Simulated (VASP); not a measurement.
Level of theory: PBE GGA, VASP's PBE PAW potentials (set 64) (plane waves; VASP 6.6.1).

VASP ran on this input.

**INCAR**
```
SYSTEM = Er
PREC = Accurate
ENCUT = 300
EDIFF = 1E-6
NELM = 100
ALGO = Normal
LREAL = .FALSE.
LASPH = .TRUE.
ISMEAR = 0
SIGMA = 0.2
GGA = PE
LMAXMIX = 6
LWAVE = .FALSE.
LCHARG = .FALSE.
ISIF = 2
ISPIN = 2
MAGMOM = 3.0 3.0 3.0 3.0
LORBIT = 11
```

### POSCAR
```
Er
1
    3.4958700000     0.0000000000     0.0000000000
   -1.7479350000     3.0275120000     0.0000000000
    0.0000000000     0.0000000000    11.2479850000
Er
4
Direct
  0.0000000000   0.0000000000   0.0000000000
  0.0000000000   0.0000000000   0.5000000000
  0.3333330000   0.6666670000   0.2500000000
  0.6666670000   0.3333330000   0.7500000000
```

File KPOINTS:
```
Automatic mesh
0
Gamma
7 7 2
0.5 0.5 0.5
```

POTCAR, in this order: Er (PBE.64 set). Program: vasp_std.

The run wrote:

### OUTCAR
```
 ion  position               nearest neighbor table
   1  0.000  0.000  0.000-   3 3.46   4 3.46   3 3.46   4 3.46   4 3.46   3 3.46
   2  0.000  0.000  0.500-   3 3.46   4 3.46   3 3.46   4 3.46   4 3.46   3 3.46
   3  0.333  0.667  0.250-   1 3.46   2 3.46   1 3.46   2 3.46   1 3.46   2 3.46
   4  0.667  0.333  0.750-   1 3.46   2 3.46   1 3.46   2 3.46   1 3.46   2 3.46
  LATTYP: Found a hexagonal cell.
 ALAT       =     3.4958700000
 C/A-ratio  =     3.2175066579
 Subroutine PRICEL returns:
 Original cell was already a primitive cell.
 Subroutine GETGRP returns: Found 24 space group operations
The static configuration has the point symmetry D_3d.
 The point group associated with its full space group is D_6h.
The dynamic configuration has the point symmetry D_3d.
The overall configuration has the point symmetry D_3d.
 Subroutine INISYM returns: Found 24 space group operations
 Subroutine IBZKPT returns following result:
 Found     16 irreducible k-points:

 Following reciprocal coordinates:
            Coordinates               Weight
  0.071429  0.071429  0.250000     12.000000
  0.214286  0.071429  0.250000     24.000000
  0.357143  0.071429  0.250000     24.000000
  0.500000  0.071429  0.250000     24.000000
 -0.357143  0.071429  0.250000     24.000000
 -0.214286  0.071429  0.250000     24.000000
 -0.071429  0.071429  0.250000     12.000000
  0.214286  0.214286  0.250000     12.000000
  0.357143  0.214286  0.250000     24.000000
  0.500000  0.214286  0.250000     24.000000
 -0.357143  0.214286  0.250000     24.000000
 -0.214286  0.214286  0.250000     12.000000
  0.357143  0.357143  0.250000     12.000000
  0.500000  0.357143  0.250000     24.000000
 -0.357143  0.357143  0.250000     12.000000
  0.500000  0.500000  0.250000      6.000000
   k-points           NKPTS =     16   k-points in BZ     NKDIM =     16   number of bands    NBANDS=     58
   number of dos      NEDOS =    301   number of ions     NIONS =      4
   total plane-waves  NPLWV =  25600
   dimension x,y,z NGX =    20 NGY =   20 NGZ =   64
   dimension x,y,z NGXF=    40 NGYF=   40 NGZF=  128
   ions per type =               4
   PREC   = accura    normal or accurate (medium, high low for compatibility)
   ISTART =      0    job   : 0-new  1-cont  2-samecut
   ICHARG =      2    charge: 1-file 2-atom 10-const
   ISPIN  =      2    spin polarized calculation?
   LNONCOLLINEAR =      F non collinear calculations
   LSORBIT =      F    spin-orbit coupling
   INIWAV =      1    electr: 0-lowe 1-rand  2-diag
   ENCUT  =  300.0 eV  22.05 Ry    4.70 a.u.   4.94  4.94 15.89*2*pi/ulx,y,z
   NELM   =    100;   NELMIN=  2; NELMDL= -5     # of ELM steps
   EDIFF  = 0.1E-05   stopping-criterion for ELM
   LREAL  =      F    real-space projection
   NLSPLINE    = F    spline interpolate recip. space projectors
   LMAXMIX     =    6 max onsite mixed and CHGCAR
   VOSKOWN=      0    Vosko Wilk Nusair interpolation
   EDIFFG = 0.1E-04   stopping-criterion for IOM
   NSW    =      0    number of steps for IOM
   NBLOCK =      1;   KBLOCK =      1    inner block; outer block
   IBRION =     -1    ionic relax: 0-MD 1-quasi-New 2-CG
   NFREE  =      0    steps in history (QN), initial steepest desc. (CG)
   ISIF   =      2    stress and relaxation
   ISYM   =      2    0-nonsym 1-usesym 2-fastsym
   TEIN   =    0.0    initial temperature
   TEBEG  =    0.0;   TEEND  =   0.0 temperature during run
   SMASS  =  -3.00    Nose mass-parameter (am)
   PSTRESS=    0.0 pullay stress
   NELECT =      88.0000    total number of electrons
   EFERMI =   0.00;   METHOD = LEGACY
   ISMEAR =     0;   SIGMA  =   0.20  broadening in eV -4-tet -1-fermi 0-gaus
   IALGO  =     38    algorithm
   LDIAG  =      T    sub-space diagonalisation (order eigenvalues)
   IMIX   =      4    mixing-type and parameters
     AMIX     =   0.40;   BMIX     =  1.00
...
```

OSZICAR:
```
...
DAV:  12    -0.611603827226E+02   -0.43032E+02   -0.33119E+02  6180   0.162E+02    0.480E+02
DAV:  13    -0.700876805336E+02   -0.89273E+01   -0.85255E+01  7074   0.456E+01    0.178E+02
DAV:  14    -0.897335918851E+02   -0.19646E+02   -0.24716E+01  7264   0.393E+01    0.183E+02
DAV:  15    -0.954105327152E+02   -0.56769E+01   -0.11274E+01  7356   0.208E+01    0.200E+02
DAV:  16    -0.104001544501E+03   -0.85910E+01   -0.59168E+00  7328   0.126E+01    0.218E+02
DAV:  17    -0.104392391784E+03   -0.39085E+00   -0.14451E+00  7400   0.662E+00    0.220E+02
DAV:  18    -0.103311376065E+03    0.10810E+01   -0.30737E-01  7328   0.283E+00    0.219E+02
DAV:  19    -0.890854450633E+02    0.14226E+02   -0.19991E+00  4816   0.164E+01    0.202E+02
DAV:  20    -0.506598887457E+02    0.38426E+02   -0.39311E+01  5038   0.445E+01    0.168E+02
DAV:  21    -0.605535613938E+02   -0.98937E+01   -0.88515E+00  6360   0.242E+01    0.147E+02
DAV:  22    -0.677071651190E+02   -0.71536E+01   -0.26617E+00  6736   0.118E+01    0.147E+02
DAV:  23    -0.688788431950E+02   -0.11717E+01   -0.10748E+00  7232   0.553E+00    0.147E+02
DAV:  24    -0.701858843045E+02   -0.13070E+01   -0.27701E-01  7336   0.373E+00    0.147E+02
DAV:  25    -0.636366839089E+02    0.65492E+01   -0.11129E+00  5120   0.162E+01    0.135E+02
DAV:  26    -0.443393221758E+02    0.19297E+02   -0.84830E+00  5096   0.425E+01    0.137E+02
DAV:  27    -0.292365540840E+02    0.15103E+02   -0.66777E+00  5972   0.481E+01    0.145E+02
DAV:  28    -0.232655478343E+02    0.59710E+01   -0.55329E+00  6684   0.173E+01    0.132E+02
DAV:  29    -0.186356778192E+02    0.46299E+01   -0.55301E+00  6784   0.980E+00    0.127E+02
DAV:  30    -0.186990842807E+02   -0.63406E-01   -0.77798E+00  4604   0.245E+01    0.156E+02
DAV:  31    -0.188457792071E+02   -0.14669E+00   -0.29489E+00  7060   0.782E+00    0.162E+02
DAV:  32    -0.186844818548E+02    0.16130E+00   -0.41471E-01  7328   0.419E+00    0.164E+02
DAV:  33    -0.186545034043E+02    0.29978E-01   -0.71298E-02  7336   0.125E+00    0.164E+02
DAV:  34    -0.181625988413E+02    0.49190E+00   -0.41528E-02  5344   0.198E+00    0.162E+02
DAV:  35    -0.183808214390E+02   -0.21822E+00   -0.92310E-01  5036   0.656E+00    0.153E+02
DAV:  36    -0.200570712677E+02   -0.16762E+01   -0.23738E-01  5448   0.915E+00    0.154E+02
DAV:  37    -0.227432838140E+02   -0.26862E+01   -0.31051E+00  5868   0.762E+00    0.146E+02
DAV:  38    -0.232766276486E+02   -0.53334E+00   -0.40351E-01  6528   0.720E+00    0.136E+02
DAV:  39    -0.219819705656E+02    0.12947E+01   -0.20640E+00  5088   0.153E+01    0.113E+02
DAV:  40    -0.205797885429E+02    0.14022E+01   -0.50536E+00  5168   0.287E+01    0.887E+01
DAV:  41    -0.196164105486E+02    0.96338E+00   -0.14060E+00  6108   0.238E+01    0.867E+01
DAV:  42    -0.193622529541E+02    0.25416E+00   -0.11590E+00  5824   0.150E+01    0.781E+01
DAV:  43    -0.191616814032E+02    0.20057E+00   -0.11883E+00  5912   0.113E+01    0.720E+01
DAV:  44    -0.192389064707E+02   -0.77225E-01   -0.41694E-01  6794   0.562E+00    0.717E+01
DAV:  45    -0.196186142246E+02   -0.37971E+00   -0.61758E-01  5856   0.948E+00    0.795E+01
DAV:  46    -0.196413231735E+02   -0.22709E-01   -0.16436E-01  6268   0.484E+00    0.824E+01
DAV:  47    -0.198951797788E+02   -0.25386E+00   -0.20528E-01  5564   0.647E+00    0.850E+01
DAV:  48    -0.198582746692E+02    0.36905E-01   -0.84857E-02  6950   0.189E+00    0.855E+01
DAV:  49    -0.197515044919E+02    0.10677E+00   -0.16941E-02  5970   0.138E+00    0.850E+01
DAV:  50    -0.197440302484E+02    0.74742E-02   -0.79965E-03  7104   0.716E-01    0.845E+01
DAV:  51    -0.186550185937E+02    0.10890E+01   -0.15130E+00  4832   0.174E+01    0.887E+01
DAV:  52    -0.178768664072E+02    0.77815E+00   -0.11702E+00  5664   0.146E+01    0.876E+01
DAV:  53    -0.181905426055E+02   -0.31368E+00   -0.40387E-01  5376   0.586E+00    0.885E+01
DAV:  54    -0.180528193188E+02    0.13772E+00   -0.26426E-01  6396   0.520E+00    0.881E+01
DAV:  55    -0.182007241045E+02   -0.14790E+00   -0.80161E-01  5792   0.822E+00    0.886E+01
DAV:  56    -0.251097035958E+02   -0.69090E+01   -0.11567E+01  5576   0.489E+01    0.835E+01
DAV:  57    -0.269474478450E+02   -0.18377E+01   -0.16414E+00  6064   0.123E+01    0.825E+01
DAV:  58    -0.274415766003E+02   -0.49413E+00   -0.45564E-01  7080   0.518E+00    0.826E+01
DAV:  59    -0.286507353995E+02   -0.12092E+01   -0.41618E-01  6534   0.671E+00    0.846E+01
DAV:  60    -0.282820987408E+02    0.36864E+00   -0.16769E-01  6588   0.540E+00    0.854E+01
DAV:  61    -0.238163591612E+02    0.44657E+01   -0.59327E+00  5784   0.270E+01    0.701E+01
DAV:  62    -0.251381676045E+02   -0.13218E+01   -0.12291E+00  5976   0.164E+01    0.762E+01
DAV:  63    -0.246399717528E+02    0.49820E+00   -0.42394E-01  7108   0.588E+00    0.766E+01
DAV:  64    -0.225268474030E+02    0.21131E+01   -0.46142E-01  6516   0.789E+00    0.733E+01
DAV:  65    -0.214801741396E+02    0.10467E+01   -0.16697E+00  5240   0.165E+01    0.680E+01
DAV:  66    -0.168446774443E+02    0.46355E+01   -0.44049E+00  5196   0.442E+01    0.772E+01
DAV:  67    -0.146084351147E+02    0.22362E+01   -0.31464E+00  5720   0.211E+01    0.831E+01
DAV:  68    -0.152938208655E+02   -0.68539E+00   -0.31124E+00  6024   0.175E+01    0.911E+01
DAV:  69    -0.156679538456E+02   -0.37413E+00   -0.49111E-01  6872   0.895E+00    0.914E+01
DAV:  70    -0.143063148665E+02    0.13616E+01   -0.57430E-01  5828   0.136E+01    0.850E+01
DAV:  71    -0.213296760509E+02   -0.70234E+01   -0.13735E+01  4748   0.588E+01    0.655E+01
DAV:  72    -0.157472978157E+02    0.55824E+01   -0.50903E+00  5038   0.367E+01    0.660E+01
DAV:  73    -0.158276716186E+02   -0.80374E-01   -0.20654E+00  5824   0.188E+01    0.716E+01
DAV:  74    -0.156460717391E+02    0.18160E+00   -0.83626E-01  6480   0.889E+00    0.735E+01
DAV:  75    -0.159921977649E+02   -0.34613E+00   -0.40515E-01  7136   0.399E+00    0.743E+01
DAV:  76    -0.231305129854E+02   -0.71383E+01   -0.11323E+01  5148   0.731E+01    0.724E+01
DAV:  77    -0.187326940002E+02    0.43978E+01   -0.45632E+00  6078   0.269E+01    0.638E+01
DAV:  78    -0.171326562652E+02    0.16000E+01   -0.20260E+00  5872   0.199E+01    0.661E+01
DAV:  79    -0.192014529310E+02   -0.20688E+01   -0.28084E+00  5260   0.244E+01    0.523E+01
DAV:  80    -0.204404778672E+02   -0.12390E+01   -0.51650E+00  5324   0.397E+01    0.471E+01
DAV:  81    -0.221935709885E+02   -0.17531E+01   -0.55700E+00  5954   0.357E+01    0.504E+01
DAV:  82    -0.199627791031E+02    0.22308E+01   -0.36924E+00  5484   0.295E+01    0.405E+01
DAV:  83    -0.190423275474E+02    0.92045E+00   -0.32451E+00  5644   0.168E+01    0.366E+01
DAV:  84    -0.193520938234E+02   -0.30977E+00   -0.13302E+00  5992   0.134E+01    0.365E+01
DAV:  85    -0.192146323390E+02    0.13746E+00   -0.34462E-01  6964   0.667E+00    0.367E+01
DAV:  86    -0.185328518950E+02    0.68178E+00   -0.73781E-01  5092   0.213E+01    0.337E+01
DAV:  87    -0.193806048380E+02   -0.84775E+00   -0.97934E-01  4808   0.155E+01    0.314E+01
DAV:  88    -0.193203584890E+02    0.60246E-01   -0.54216E-01  5370   0.157E+01    0.312E+01
DAV:  89    -0.193466119626E+02   -0.26253E-01   -0.28001E-01  6440   0.502E+00    0.303E+01
DAV:  90    -0.192858163597E+02    0.60796E-01   -0.70931E-02  6604   0.279E+00    0.302E+01
DAV:  91    -0.164070337586E+02    0.28788E+01   -0.15683E+00  5752   0.478E+01    0.287E+01
DAV:  92    -0.186895724906E+02   -0.22825E+01   -0.18925E+00  5612   0.165E+01    0.190E+01
DAV:  93    -0.195652001116E+02   -0.87563E+00   -0.67512E-01  5394   0.106E+01    0.185E+01
DAV:  94    -0.189910642564E+02    0.57414E+00   -0.26734E-01  5620   0.815E+00    0.187E+01
DAV:  95    -0.184381558063E+02    0.55291E+00   -0.29496E-01  5956   0.682E+00    0.209E+01
DAV:  96    -0.197799901973E+02   -0.13418E+01   -0.50581E-01  5082   0.114E+01    0.197E+01
DAV:  97    -0.197710995547E+02    0.88906E-02   -0.32678E-01  5496   0.924E+00    0.204E+01
DAV:  98    -0.198703358160E+02   -0.99236E-01   -0.20306E-01  5260   0.650E+00    0.209E+01
DAV:  99    -0.199553509161E+02   -0.85015E-01   -0.93530E-02  5740   0.437E+00    0.218E+01
DAV: 100    -0.199335036972E+02    0.21847E-01   -0.54217E-02  6698   0.254E+00
   1 F= -.19933504E+02 E0= -.19722391E+02  d E =-.422225E+00  mag=    11.8849
```

**OUTCAR**
```
------------------------ aborting loop EDIFF was not reached (unconverged)  ----------------------------
  FORCE on cell =-STRESS in cart. coord.  units (eV):
  Direction    XX          YY          ZZ          XY          YZ          ZX
  --------------------------------------------------------------------------------------
  Total       -8.6647603     -8.6647590     11.8268161      0.0000000      0.0000000      0.0000000
  in kB     -116.6141529   -116.6141353    159.1704893      0.0000000      0.0000000      0.0000000
  external PRESSURE =     -24.6859330 kB  Pullay stress =       0.0000000 kB
  volume of cell :      119.05
      direct lattice vectors                 reciprocal lattice vectors
     3.495870000  0.000000000  0.000000000     0.286051827  0.165152112  0.000000000
    -1.747935000  3.027512000  0.000000000     0.000000000  0.330304223  0.000000000
     0.000000000  0.000000000 11.247985000     0.000000000  0.000000000  0.088904813
 POSITION                                       TOTAL-FORCE (eV/Angst)
 -----------------------------------------------------------------------------------
      0.00000      0.00000      0.00000        -0.000000      0.000000      0.000000
      0.00000      0.00000      5.62399        -0.000000      0.000000      0.000000
     -0.00000      2.01834      2.81200        -0.000000     -0.000000     -0.000000
      1.74794      1.00917      8.43599         0.000000      0.000000     -0.000000
 -----------------------------------------------------------------------------------
    total drift:                                0.000000     -0.000000      0.000000
  FREE ENERGIE OF THE ION-ELECTRON SYSTEM (eV)
  ---------------------------------------------------
  free  energy   TOTEN  =       -19.9335036972 eV

  energy  without entropy=      -19.5112790144  energy(sigma->0) =      -19.72239136

 total charge

# of ion       s       p       d       f       tot
--------------------------------------------------
    1        2.140   5.747   0.440  11.564  19.892
    2        2.140   5.747   0.440  11.564  19.892
    3        2.144   5.752   0.487  10.830  19.213
    4        2.144   5.752   0.487  10.830  19.213
--------------------------------------------------
tot          8.569  22.998   1.854  44.788  78.209

 magnetization (x)

# of ion       s       p       d       f       tot
--------------------------------------------------
    1        0.003  -0.005   0.084   2.207   2.289
    2        0.003  -0.005   0.084   2.207   2.289
    3        0.004   0.006   0.133   2.945   3.088
    4        0.004   0.006   0.133   2.945   3.088
--------------------------------------------------
tot          0.013   0.003   0.435  10.304  10.755
```
(Selected blocks of OUTCAR.)

**stdout**
```
...
DAV:  81    -0.221935709885E+02   -0.17531E+01   -0.55700E+00  5954   0.357E+01    0.504E+01
DAV:  82    -0.199627791031E+02    0.22308E+01   -0.36924E+00  5484   0.295E+01    0.405E+01
DAV:  83    -0.190423275474E+02    0.92045E+00   -0.32451E+00  5644   0.168E+01    0.366E+01
DAV:  84    -0.193520938234E+02   -0.30977E+00   -0.13302E+00  5992   0.134E+01    0.365E+01
DAV:  85    -0.192146323390E+02    0.13746E+00   -0.34462E-01  6964   0.667E+00    0.367E+01
DAV:  86    -0.185328518950E+02    0.68178E+00   -0.73781E-01  5092   0.213E+01    0.337E+01
DAV:  87    -0.193806048380E+02   -0.84775E+00   -0.97934E-01  4808   0.155E+01    0.314E+01
DAV:  88    -0.193203584890E+02    0.60246E-01   -0.54216E-01  5370   0.157E+01    0.312E+01
DAV:  89    -0.193466119626E+02   -0.26253E-01   -0.28001E-01  6440   0.502E+00    0.303E+01
DAV:  90    -0.192858163597E+02    0.60796E-01   -0.70931E-02  6604   0.279E+00    0.302E+01
DAV:  91    -0.164070337586E+02    0.28788E+01   -0.15683E+00  5752   0.478E+01    0.287E+01
DAV:  92    -0.186895724906E+02   -0.22825E+01   -0.18925E+00  5612   0.165E+01    0.190E+01
DAV:  93    -0.195652001116E+02   -0.87563E+00   -0.67512E-01  5394   0.106E+01    0.185E+01
DAV:  94    -0.189910642564E+02    0.57414E+00   -0.26734E-01  5620   0.815E+00    0.187E+01
DAV:  95    -0.184381558063E+02    0.55291E+00   -0.29496E-01  5956   0.682E+00    0.209E+01
DAV:  96    -0.197799901973E+02   -0.13418E+01   -0.50581E-01  5082   0.114E+01    0.197E+01
DAV:  97    -0.197710995547E+02    0.88906E-02   -0.32678E-01  5496   0.924E+00    0.204E+01
DAV:  98    -0.198703358160E+02   -0.99236E-01   -0.20306E-01  5260   0.650E+00    0.209E+01
DAV:  99    -0.199553509161E+02   -0.85015E-01   -0.93530E-02  5740   0.437E+00    0.218E+01
DAV: 100    -0.199335036972E+02    0.21847E-01   -0.54217E-02  6698   0.254E+00

 -----------------------------------------------------------------------------
|                                                                             |
|           W    W    AA    RRRRR   N    N  II  N    N   GGGG   !!!           |
|           W    W   A  A   R    R  NN   N  II  NN   N  G    G  !!!           |
|           W    W  A    A  R    R  N N  N  II  N N  N  G       !!!           |
|           W WW W  AAAAAA  RRRRR   N  N N  II  N  N N  G  GGG   !            |
|           WW  WW  A    A  R   R   N   NN  II  N   NN  G    G                |
|           W    W  A    A  R    R  N    N  II  N    N   GGGG   !!!           |
|                                                                             |
|     The electronic self-consistency was not achieved in the given           |
|     number of steps (NELM). The forces and other quantities evaluated       |
|     might not be reliable so examine the results carefully. If you find     |
|     spurious results, we suggest increasing NELM, if you were close to      |
|     convergence or switching to a different ALGO or adjusting the           |
|     density mixing parameters otherwise.                                    |
|                                                                             |
 -----------------------------------------------------------------------------

   1 F= -.19933504E+02 E0= -.19722391E+02  d E =-.422225E+00  mag=    11.8849
```

Convergence was not reached.

At this cut-off the stress carries a Pulay error, which pulls relaxed volumes low.

The structure was generated: Er was put into an ordered model structure, which need not be its known phase. The cell was not relaxed at this level. The run is one of a series of settings (KPOINTS 7×7×2 Γ-centred mesh shifted by (0.5, 0.5, 0.5) against the base run), some of them coarse on purpose.
